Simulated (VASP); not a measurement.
C3H4, in a box:

```
CELL_PARAMETERS angstrom
14.19329 0.00000 0.00000
0.00000 14.69329 0.00000
0.00000 0.00000 15.19329
ATOMIC_POSITIONS crystal
C 0.42837 0.50030 0.58881
C 0.47970 0.50249 0.52519
C 0.54126 0.50518 0.44886
H 0.38304 0.49838 0.64501
H 0.54171 0.57336 0.41881
H 0.51814 0.45633 0.39834
H 0.61422 0.48807 0.46700
```

Base run:

- Program: VASP 6.6.1
- Functional: PBE
- Dispersion: D4
- Potentials or basis: VASP PAW PBE potentials, release 64 (C, H)
- Cutoff: 400 eV
- k mesh: 1 × 1 × 1
- Occupations: gaussian, width 0.01 eV
- Spin: no spin polarisation

Its results: gap between the frontier levels 5.93 eV; largest force 0.018 eV/Å.

Task: After a change of settings the same cell gave: gap between the frontier levels 6.56 eV; largest force 0.596 eV/Å. Which change was it?
A. functional from PBE to rev-vdW-DF2; dispersion from D4 to none
B. functional from PBE to r2SCAN; dispersion from D4 to rVV10
C. dispersion from D4 to D3(BJ); cutoff from 400 eV to 520 eV
D. functional from PBE to PBEsol; dispersion from D4 to none

Result: B.

Caveats: the standard files for N, O and F lose accuracy on very short bonds; the PAW data sets were made with another functional, which shifts forces and pressure a little (some runs).
